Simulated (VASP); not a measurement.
Given:

```
CdZn3Se4
1.0
    4.05885     0.00000     0.00000
    0.00000     4.06747     5.75041
    0.00000    -4.06747     5.75041
Zn Cd Se
3 1 4
Direct
  0.00000   0.99938   0.99938
  0.50000   0.99801   0.50180
  0.50000   0.50180   0.99801
  0.00000   0.50171   0.50171
  0.50000   0.36276   0.36276
  0.00000   0.36925   0.89229
  0.00000   0.89229   0.36925
  0.50000   0.87479   0.87479
```

The numbers are results of PBEsol GGA, VASP's PBE PAW potentials (set 64) (plane waves; VASP), not measurements. Settings: 400 eV cut-off, 6×4×4 Γ-centred mesh, tetrahedra with Blöchl corrections, potentials Zn Cd Se.

Problem. Estimate the energy per atom (σ→0), band gap (on the k-mesh) with the smallest direct gap where there is one.

Solution. 
- band gap (on the k-mesh): 0.87 eV
- smallest direct gap (on the k-mesh): 0.87 eV
- energy per atom (σ→0): -3.293 eV/atom

Only differences to runs with the same potentials and settings are physical.

The structure comes from a computed database's Zn3CdSe4 entry (Amm2); how it stands against other phases isn't given here. It was relaxed first, which changed the volume by -6 %.
